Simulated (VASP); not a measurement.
# Ni$_{3}$Sn (space group Fm-3m): computed properties

Calculation: LDA (Ceperley-Alder, Perdew-Zunger), VASP's LDA PAW potentials (set 64) (plane waves; VASP 6.6.1).

```json
{
 "space_group": "Fm-3m (225)",
 "cell": "a = 5.7837 Å, b = 5.7837 Å, c = 5.7837 Å, α = 90.00°, β = 90.00°, γ = 90.00°",
 "volume_per_atom": "12.09 Å^3/atom",
 "band gap (over mesh and band path)": "none (metal, semimetal or under 0.01 eV)",
 "cell_moment": "0.00 μB",
 "band_gap_with_spin_orbit_coupling": "none (metallic)",
 "density": "10.12 g/cm³"
}
```

```cif
data_Ni3Sn
_chemical_formula_sum 'Ni3 Sn1'
_space_group_name_H-M_alt 'P 1'
_space_group_IT_number 1
_cell_length_a 4.08971
_cell_length_b 4.08971
_cell_length_c 4.08971
_cell_angle_alpha 60.000
_cell_angle_beta 60.000
_cell_angle_gamma 60.000
loop_
_space_group_symop_operation_xyz
  'x, y, z'
loop_
_atom_site_label
_atom_site_type_symbol
_atom_site_fract_x
_atom_site_fract_y
_atom_site_fract_z
_atom_site_occupancy
Ni1 Ni 0.50000 0.50000 0.50000 1
Ni2 Ni 0.25000 0.25000 0.25000 1
Ni3 Ni 0.75000 0.75000 0.75000 1
Sn1 Sn 0.00000 0.00000 0.00000 1
```

Unless said otherwise, spin-orbit coupling is left out, though it shifts the bands of the heavy elements here.

The structure comes from a measured Ni3Sn entry (Fm-3m) of the Crystallography Open Database, whose conditions weren't checked. It was relaxed first, which changed the volume by -10 %. Symmetry was kept, so distortions that lower it aren't found.
